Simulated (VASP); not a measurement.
Calculation: r2SCAN meta-GGA, VASP's PBE PAW potentials (set 64) (plane waves; VASP 6.6.1).

The input files of a VASP run:

POSCAR:
```
ScSi
1
    4.6732821733     0.0000000000    -0.0000000000
   -2.3366410866     4.0471813265     0.0000000000
   -0.0000000000    -0.0000000000     5.2943887334
Sc Si
2 2
Direct
  0.3333330000   0.6666670000   0.9375048476
  0.6666670000   0.3333330000   0.4375048476
  0.3333330000   0.6666670000   0.4374951524
  0.6666670000   0.3333330000   0.9374951524
```

### INCAR
```
# general
SYSTEM  = ScSi
PREC    = Accurate
ENCUT   = 400   # plane-wave cut-off (eV)
LREAL   = .FALSE.   # projection in real space or not
LASPH   = .TRUE.   # aspherical one-centre terms

# electronic loop
EDIFF   = 1E-6   # SCF stop (eV)
NELM    = 100
ALGO    = Normal   # blocked Davidson
LMAXMIX = 4
LMIXTAU = .TRUE.

# smearing
ISMEAR  = 1
SIGMA   = 0.1

# functional
METAGGA = R2SCAN

# ions
IBRION  = 2   # conjugate gradients
NSW     = 60
ISIF    = 3   # ions, shape and volume
EDIFFG  = -0.02   # ionic stop

# output
LWAVE   = .FALSE.
LCHARG  = .FALSE.
```

File KPOINTS:
```
Automatic mesh
0
Gamma
7 7 5
0 0 0
```

POTCAR, in this order: Sc_sv Si (PBE.64 set). Program: vasp_std.

### Question
What will the output report for the number of irreducible k-points (NKPTS), number of bands (NBANDS), largest plane-wave count, number of space-group operations, FFT grid (NGX, NGY, NGZ)?

### Answer

```yaml
number of irreducible k-points (NKPTS): 24
number of bands (NBANDS): 19
largest_plane_wave_count: 1841
number_of_space_group_operations: 12
FFT grid (NGX, NGY, NGZ): 30 × 30 × 36
```

The structure was generated: ScSi was put into the wurtzite type (P6_3mc), which need not be its known phase. This run relaxes it. It ends in space group P6_3/mmc. Symmetry was kept, so distortions that lower it aren't found. The start is the result of an earlier pass.
